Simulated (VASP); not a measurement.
Consider the following.

```yaml
crystal:
  lattice:
    - [0.00000, 2.99530, 2.99530]
    - [2.99530, 0.00000, 2.99530]
    - [2.99530, 2.99530, 0.00000]
  atoms:
    - { symbol: Hg, position: [0.00000, 0.00000, 0.00000] }
    - { symbol: S, position: [0.25000, 0.25000, 0.25000] }
```

The numbers are results of optB88-vdW, VASP's PBE PAW potentials (set 64) (plane waves; VASP), not measurements. Settings: 520 eV cut-off, 10×10×10 Γ-centred mesh, first-order Methfessel-Paxton smearing of 0.10 eV, potentials Hg S.

Unless said otherwise, spin-orbit coupling is left out, though it shifts the bands of the heavy elements here.

### Question
Estimate the energy per atom (σ→0), band gap (on the k-mesh) with the smallest direct gap where there is one.

### Answer

```
Property                                                    Result
------------------------  ----------------------------------------
band gap (on the k-mesh)  none (metal, semimetal or under 0.01 eV)
energy per atom (σ→0)                               -0.128 eV/atom
```

Total energies compare only between runs with the same potentials, cut-off and functional.

The compound is HgS in the zinc blende structure, metacinnabar; cinnabar is the stable form. It was relaxed first, which changed the volume by +7 %. The start is the result of an earlier pass.
